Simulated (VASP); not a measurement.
Output of a VASP run:

### OSZICAR
```
       N       E                     dE             d eps       ncg     rms          rms(c)
DAV:   1     0.286502827763E+03    0.28650E+03   -0.11707E+04   928   0.114E+03
DAV:   2     0.143315050952E+02   -0.27217E+03   -0.25638E+03   968   0.345E+02
DAV:   3    -0.257220676245E+02   -0.40054E+02   -0.37545E+02  1344   0.156E+02
DAV:   4    -0.301913555762E+02   -0.44693E+01   -0.40701E+01  1498   0.534E+01
DAV:   5    -0.304447397150E+02   -0.25338E+00   -0.22822E+00  1438   0.114E+01    0.261E+01
DAV:   6    -0.338144570410E+02   -0.33697E+01   -0.70442E+01  1244   0.277E+02    0.226E+01
DAV:   7    -0.327103478909E+02    0.11041E+01   -0.51484E+01  1344   0.135E+02    0.170E+01
DAV:   8    -0.296196218631E+02    0.30907E+01   -0.33120E+01  1656   0.104E+02    0.130E+01
DAV:   9    -0.270262488998E+02    0.25934E+01   -0.12035E+01  1738   0.115E+02    0.819E+00
DAV:  10    -0.266954870662E+02    0.33076E+00   -0.45083E+00  1506   0.709E+01    0.394E+00
DAV:  11    -0.266045407189E+02    0.90946E-01   -0.62742E-01  1454   0.275E+01    0.161E+00
DAV:  12    -0.266075139463E+02   -0.29732E-02   -0.67903E-02  1320   0.331E+00    0.144E+00
DAV:  13    -0.266036251175E+02    0.38888E-02   -0.60100E-03  1720   0.157E+00    0.112E+00
DAV:  14    -0.265967155661E+02    0.69096E-02   -0.19017E-02  1696   0.462E+00    0.411E-01
DAV:  15    -0.265966066593E+02    0.10891E-03   -0.84534E-03  1464   0.227E+00    0.294E-01
DAV:  16    -0.265963572978E+02    0.24936E-03   -0.91561E-04  1504   0.613E-01    0.190E-01
DAV:  17    -0.265960084827E+02    0.34882E-03   -0.70449E-04  1744   0.878E-01    0.803E-02
DAV:  18    -0.265959985612E+02    0.99216E-05   -0.32971E-04  1584   0.328E-01    0.236E-02
DAV:  19    -0.265960011100E+02   -0.25489E-05   -0.44879E-05  1416   0.928E-02    0.200E-02
DAV:  20    -0.265960009714E+02    0.13865E-06   -0.53421E-05  1248   0.248E-01    0.198E-02
DAV:  21    -0.265960012360E+02   -0.26460E-06   -0.28345E-05  1334   0.176E-01    0.776E-03
DAV:  22    -0.265960306536E+02   -0.29418E-04   -0.11317E-05  1204   0.406E-02    0.905E-03
DAV:  23    -0.265960502524E+02   -0.19599E-04   -0.34464E-06   978   0.498E-02    0.257E-03
DAV:  24    -0.265960732919E+02   -0.23040E-04   -0.15682E-06   680   0.111E-02    0.241E-03
DAV:  25    -0.265960895664E+02   -0.16274E-04   -0.78292E-07   672   0.801E-03    0.165E-03
DAV:  26    -0.265961063244E+02   -0.16758E-04   -0.97052E-07   654   0.102E-02    0.120E-03
DAV:  27    -0.265961086000E+02   -0.22757E-05   -0.16281E-07   598   0.102E-02    0.102E-03
DAV:  28    -0.265961105077E+02   -0.19077E-05   -0.15165E-07   562   0.791E-03    0.281E-04
DAV:  29    -0.265961113421E+02   -0.83438E-06   -0.70839E-08   564   0.243E-03
   1 F= -.26596111E+02 E0= -.26578397E+02  d E =-.354279E-01  mag=    -0.0000     0.0000     0.0000
```

**OUTCAR**
```
------------------------ aborting loop because EDIFF is reached ----------------------------------------
  FORCE on cell =-STRESS in cart. coord.  units (eV):
  Direction    XX          YY          ZZ          XY          YZ          ZX
  --------------------------------------------------------------------------------------
  Total       -3.0502288     -3.0502288      2.4185492      0.0000000      0.0000000      0.0000000
  in kB      -35.0375571    -35.0375571     27.7815407      0.0000000      0.0000000      0.0000000
  external PRESSURE =     -14.0978578 kB  Pullay stress =       0.0000000 kB
  volume of cell :      139.48
      direct lattice vectors                 reciprocal lattice vectors
     2.693997000  0.000000000  0.000000000     0.371195662  0.000000000  0.000000000
     0.000000000  2.693997000  0.000000000     0.000000000  0.371195662  0.000000000
     0.000000000  0.000000000 19.218300000     0.000000000  0.000000000  0.052033739
 POSITION                                       TOTAL-FORCE (eV/Angst)
 -----------------------------------------------------------------------------------
      1.34700      1.34700      7.00000        -0.000000      0.000000     -0.197269
      1.34700      1.34700     10.47880         0.000000      0.000000      0.210195
      0.00000      0.00000      8.73941        -0.000000     -0.000000     -0.746541
      0.00000      0.00000     12.21830        -0.000000     -0.000000      0.733616
 -----------------------------------------------------------------------------------
    total drift:                                0.000000      0.000000      0.001030
  FREE ENERGIE OF THE ION-ELECTRON SYSTEM (eV)
  ---------------------------------------------------
  free  energy   TOTEN  =       -26.5961113421 eV

  energy  without entropy=      -26.5606834475  energy(sigma->0) =      -26.57839739

 total charge

# of ion       s       p       d       tot
------------------------------------------
    1        0.435   0.336   9.182   9.952
    2        0.493   0.542   9.122  10.157
    3        0.642   0.638   6.050   7.330
    4        0.626   0.473   5.943   7.042
--------------------------------------------------
tot          2.195   1.989  30.296  34.481

 magnetization (x)

# of ion       s       p       d       tot
------------------------------------------
    1        0.000   0.000  -0.000  -0.000
    2        0.000   0.000  -0.000  -0.000
    3        0.000   0.000   0.000   0.000
    4       -0.000  -0.000   0.000  -0.000
--------------------------------------------------
tot          0.000   0.000  -0.000  -0.000

 magnetization (y)

# of ion       s       p       d       tot
------------------------------------------
    1        0.000  -0.000   0.000  -0.000
    2       -0.000  -0.000   0.000   0.000
    3       -0.000   0.000   0.000   0.000
    4        0.000   0.000   0.000   0.000
--------------------------------------------------
tot         -0.000  -0.000   0.000   0.000

 magnetization (z)

# of ion       s       p       d       tot
------------------------------------------
    1        0.000   0.000   0.000   0.000
    2        0.000   0.000   0.000   0.000
    3       -0.000   0.000  -0.000  -0.000
    4       -0.000   0.000   0.000  -0.000
--------------------------------------------------
tot          0.000   0.000   0.000   0.000

...
```
(Selected blocks of OUTCAR.)

File POSCAR:
```
CuOs
1
    2.6939970000     0.0000000000     0.0000000000
    0.0000000000     2.6939970000     0.0000000000
    0.0000000000     0.0000000000    19.2183000000
Cu Os
2 2
Direct
  0.5000000000   0.5000000000   0.3642360000
  0.5000000000   0.5000000000   0.5452510000
  0.0000000000   0.0000000000   0.4547440000
  0.0000000000   0.0000000000   0.6357640000
```

Q: Reconstruct the remaining input files.

A: Several could match; the one computed here: the input of the run itself, PBE GGA with spin-orbit coupling, plane waves, VASP's PBE PAW potentials (set 64).

INCAR:
```
! general
SYSTEM        = CuOs
PREC          = Accurate
ENCUT         = 300
LREAL         = .FALSE.
LASPH         = .TRUE.

! electronic loop
EDIFF         = 1E-6   ! SCF stop (eV)
NELM          = 100   ! most electronic steps
ALGO          = Normal
LMAXMIX       = 6   ! l cut-off of mixed one-centre charges

! smearing
ISMEAR        = -1   ! Fermi-Dirac
SIGMA         = 0.05

! functional
GGA           = PE
GGA_COMPAT    = .FALSE.

! spin
MAGMOM        = 12*0.0
LSORBIT       = .TRUE.
LNONCOLLINEAR = .TRUE.

! ions
ISIF          = 2   ! forces and stress, cell fixed

! output
LWAVE         = .FALSE.
LCHARG        = .FALSE.
LORBIT        = 11
```

### KPOINTS
```
Automatic mesh
0
Gamma
7 7 1
```

POTCAR, in this order: Cu Os (PBE.64 set). Program: vasp_ncl.

At this cut-off the stress carries a Pulay error, which pulls relaxed volumes low. The cell holds a wide vacuum, so values per volume refer to the whole cell.

The cell is a sheet with vacuum, built from a generated structure.
